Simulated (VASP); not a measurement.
Here is a VASP 6.6.1 calculation.

File INCAR:

```
SYSTEM = BiTe
ALGO = Normal
EDIFF = 1E-6
EDIFFG = -0.02
ENCUT = 600
GGA = PS
IBRION = 2
ISIF = 3
ISMEAR = -1
LASPH = .True.
LCHARG = .False.
LREAL = .False.
LWAVE = .False.
NELM = 80
NSW = 60
PREC = Accurate
SIGMA = 0.05
```

The input KPOINTS:

```
k-points
0
Gamma
  6 6 6
  0 0 0
```

POSCAR

```
BiTe
1.0
    2.4227077728      1.3987509848      3.3172919545
   -2.4227077728      1.3987509848      3.3172919545
    0.0000000000     -2.7975019696      3.3172919545
Bi Te
1 1
Direct
    0.5000000000      0.5000000000      0.5000000000
    0.0000000000      0.0000000000      0.0000000000
```

Potentials or basis: VASP PAW PBE potentials, release 64 (Bi_d, Te).

Command:

```sh
$ cat potpaw_PBE.64/Bi_d/POTCAR potpaw_PBE.64/Te/POTCAR > POTCAR
$ mpirun -np 1 vasp_std > vasp.out
```

(1) Predict the band gap on the k mesh.

(2) Estimate the relaxed volume.

(3) What does it give for the space group after relaxing (to 0.05 Å)?

(4) What does it give for the relaxed cell?

Answers

(1) none (metal or under the smearing width).

(2) 31.80 Å³/atom.

(3) R-3m (No. 166).

(4) a = 4.220 Å, b = 4.220 Å, c = 4.220 Å, α = 69.41°, β = 69.41°, γ = 69.41°.

Caveat: the PAW data sets were made with another functional, which shifts forces and pressure a little; spin-orbit coupling is left out, which moves the levels of the heavy elements.
